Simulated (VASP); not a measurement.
Input:

```xyz
3
Lattice="-1.6160 1.6160 3.7392 1.6160 -1.6160 3.7392 1.6160 1.6160 -3.7392" Properties=species:S:1:pos:R:3 pbc="T T T"
Ru     0.0000     0.0000     0.0000
Si     0.0000     0.0000     2.5103
Si     0.0000     0.0000     4.9681
```

These are r2SCAN meta-GGA, VASP's PBE PAW potentials (set 64) (plane waves; VASP) values and carry that method's errors. Settings: 400 eV cut-off, 15×15×15 Γ-centred mesh, tetrahedra with Blöchl corrections, potentials Ru_pv Si.

The cores are frozen, which limits the accuracy of field gradients.

Problem. Give the principal components of the electric field gradient (V/Å²) and the asymmetry η at each nucleus.

Solution. 
```tsv
atom	Vxx	Vyy	Vzz	η
Ru1	9.2	9.2	-18.3	0.00
Si2	6.6	6.6	-13.1	0.00
Si3	6.6	6.6	-13.1	0.00
```

The structure was generated: Si2Ru was put into the MoSi2 type (I4/mmm), which need not be its known phase. It was relaxed first, which changed the volume by +6 %.
